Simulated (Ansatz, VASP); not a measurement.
# Zn3SbN3 (Zn3SbN3 (Cm)): VASP beside Ansatz, part 2 of 2

Aim: how closely do two programs agree when they are given the same cell, functional and k mesh? The two relaxations start from unlike cells of this crystal (the structure described is Ansatz's start), so only their ends are compared.

VASP 6.6.1 and Ansatz 0.2.0.

So far: The starting structure; Ansatz: relaxation of cell and atoms, PBE; VASP: relaxation of cell and atoms, PBE.

### Step 3. VASP: relaxation of cell and atoms, PBE (continued)

Level of this step: PBE; plane waves and PAW (Zn, Sb, N) (VASP).

Numbers of over 12 decimals in the logs are rounded to 6 here.

OUTCAR, selected parts (step 3):

```text
ion  position               nearest neighbor table
   1  0.357  0.357  0.883-   7 1.97   6 1.98   5 1.98   3 2.97   2 2.97   4 3.28   4 3.36   4 3.36

  LATTYP: Found a base centered monoclinic cell.
 ALAT       =     6.8742926024
 B/A-ratio  =     0.9653026627
 C/A-ratio  =     0.8237007460
 COS(beta)  =    -0.5787036988

 Subroutine GETGRP returns: Found  2 space group operations
 (whereof  2 operations were pure point group operations)

The static configuration has the point symmetry C_1h.

 Found     88 irreducible k-points:

   k-points           NKPTS =     88   k-points in BZ     NKDIM =     88   number of bands    NBANDS=     35

   dimension x,y,z NGX =    40 NGY =   40 NGZ =   48
   dimension x,y,z NGXF=    80 NGYF=   80 NGZF=   96

   ENCUT  =  600.0 eV  44.10 Ry    6.64 a.u.   9.54  9.54 11.31*2*pi/ulx,y,z

   NELECT =      56.0000    total number of electrons

 k-points in reciprocal lattice and weights: Automatic mesh
   0.00000000  0.00000000  0.00000000       0.003
   0.14285714 -0.00000000  0.00000000       0.014
   0.28571429 -0.00000000 -0.00000000       0.014
   0.42857143 -0.00000000  0.00000000       0.014
   0.14285714  0.14285714  0.00000000       0.007
   0.28571429  0.14285714  0.00000000       0.014
   0.42857143  0.14285714  0.00000000       0.014
  -0.42857143  0.14285714  0.00000000       0.014
  -0.28571429  0.14285714  0.00000000       0.014
[...]
0.42857143  0.42857143  0.50000000       0.007
  -0.42857143  0.42857143  0.50000000       0.007

 average (electrostatic) potential at core
       1 -35.0191       2 -35.0576       3 -35.0576       4 -89.3137       5 -64.6312
       6 -64.6312       7 -64.5455

 E-fermi :   3.8096

 k-point     1 :       0.0000    0.0000    0.0000
  band No.  band energies     occupation
    ...
     24      -0.0084      2.00000
     25       0.6806      2.00000
     26       1.9533      2.00000
     27       2.2899      2.00000
     28       2.6008      2.00000
     29       5.4010      0.00000
     30       6.2795      0.00000
     31       7.1717      0.00000
     32       7.5283      0.00000
     33       8.3345      0.00000
    ...

 k-point     2 :       0.1429   -0.0000    0.0000
  band No.  band energies     occupation
    ...
     24       0.2114      2.00000
     25       0.8950      2.00000
     26       1.8531      2.00000
     27       2.1905      2.00000
     28       2.7867      2.00000
     29       5.4910      0.00000
     30       6.3424      0.00000
     31       6.9034      0.00000
     32       7.2483      0.00000
     33       9.0542      0.00000
    ...

 k-point     3 :       0.2857   -0.0000   -0.0000
  band No.  band energies     occupation
    ...
     24       0.5183      2.00000
     25       1.0401      2.00000
     26       1.6901      2.00000
     27       2.1904      2.00000
     28       2.9604      2.00000
     29       5.4971      0.00000
     30       6.2824      0.00000
     31       6.7391      0.00000
     32       7.6740      0.00000
     33       9.1773      0.00000
    ...

  Total       -0.0023912      0.0081728      0.0100215      0.0000000      0.0000000     -0.0004844
  in kB       -0.0363825      0.1243489      0.1524777      0.0000000      0.0000000     -0.0073699
  external PRESSURE =       0.0801480 kB  Pullay stress =       0.0000000 kB

  energy-cutoff  :      600.00
  volume of cell :      105.30
      direct lattice vectors                 reciprocal lattice vectors
     3.436733393 -3.317735036 -0.007466143     0.145710552 -0.150705223  0.102907340
     3.436733393  3.317735036 -0.007466143     0.145710552  0.150705223  0.102907340
    -3.266206882  0.000000000  4.624750859     0.000470467  0.000000000  0.216560129

 POSITION                                       TOTAL-FORCE (eV/Angst)
 -----------------------------------------------------------------------------------
     -0.42864      0.00000      4.07619         0.004240      0.000000      0.000076
      1.61895     -1.45220      2.22220        -0.000659     -0.000139     -0.001284
      1.61895      1.45220      2.22220        -0.000659      0.000139     -0.001284
      3.20789      0.00000      4.59096        -0.001167      0.000000      0.001918
     -0.06364      1.75628      3.22860        -0.001125      0.000681      0.000497
     -0.06364     -1.75628      3.22860        -0.001125     -0.000681      0.000497
      1.46506      0.00000      0.86175         0.000494      0.000000     -0.000420
 -----------------------------------------------------------------------------------
    total drift:                               -0.002017     -0.000000     -0.000317

  FREE ENERGIE OF THE ION-ELECTRON SYSTEM (eV)
  ---------------------------------------------------
  free  energy   TOTEN  =       -31.7099480498 eV

  energy  without entropy=      -31.7099480498  energy(sigma->0) =      -31.70994805

 reached required accuracy - stopping structural energy minimisation

 total charge
# of ion       s       p       d       tot
------------------------------------------
    1        0.556   0.513   9.822  10.891
    2        0.543   0.493   9.819  10.855
    3        0.543   0.493   9.819  10.855
    4        1.137   1.130   0.115   2.381
    5        1.239   2.411   0.000   3.649
    6        1.239   2.411   0.000   3.649
    7        1.239   2.428   0.000   3.666
--------------------------------------------------
tot          6.494   9.877  29.576  45.947

[... 3 further parts left out ...]
```

CONTCAR:

```
Zn3SbN3
   1.00000000000000
     3.4367333934832964   -3.3177350359746183   -0.0074661434060700
     3.4367333934832964    3.3177350359746183   -0.0074661434060700
    -3.2662068824160850    0.0000000000000000    4.6247508589513266
  Zn              Sb              N
     3     1     3
Direct
     0.3570124959769408    0.3570124959769408    0.8825396404560284
     0.6834328049899839    0.2457254525244741    0.4820016579997861
     0.2457254525244741    0.6834328049899839    0.4820016579997861
     0.9398662103250510    0.9398662103250510    0.9957277524324175
     0.0582939377512775    0.5876545880153982    0.6991559418580305
     0.5876545880153982    0.0582939377512775    0.6991559418580305
     0.3021547236168792    0.3021547236168792    0.1873098134959277
```

The run keeps the 2 symmetry operations of its start, so it cannot find a distortion of lower symmetry.

### Step 4. Comparison

Known differences besides the potentials themselves: fixed occupations in Ansatz, narrow Gaussian smearing in VASP; the data sets hold 66 valence electrons in Ansatz (on its PAW soft_1 files) and 56 in VASP; the cutoff is 420 eV in Ansatz and 600 eV in VASP; Ansatz adds a Pulay correction to the stress that steers its cell, VASP none. Total energies have different zeros and are not compared.

Compared:

| quantity | Ansatz | VASP | difference |
| --- | --- | --- | --- |
| volume (Å³) | 105.08 | 105.30 | -0.21 % |
| edge a after relaxation, in the typed setting (Å) | 4.773 | 4.777 | -0.09 % |
| edge c after relaxation, in the typed setting (Å) | 5.656 | 5.662 | -0.11 % |

### Step 5. Results

- difference in volume (relaxation of cell and atoms, PBE): -0.21 %

**Reading.** The difference in volume is -0.21 % (relaxation of cell and atoms, PBE), within the 1.2 % picked in this series as the mark of a large difference, as far as the stopping tolerances let one tell. The data sets hold unlike numbers of valence electrons (66 in Ansatz and 56 in VASP), so part of the differences comes from the potentials. How closely two codes agree says nothing of how well the functional describes the real material.

[Lines on the potential files, build, host, timing and source positions are cut from VASP's logs without a mark.]

[Logs are printed without paths, hosts, clocks, repeated set-up lines and the standing remarks that a program may print on its own settings, such as how far it seeks lower states.]

[Hosts, paths, dates, database ids (printed as entryN), source tags and the programs' standing remarks are cut or masked in the printed files.]
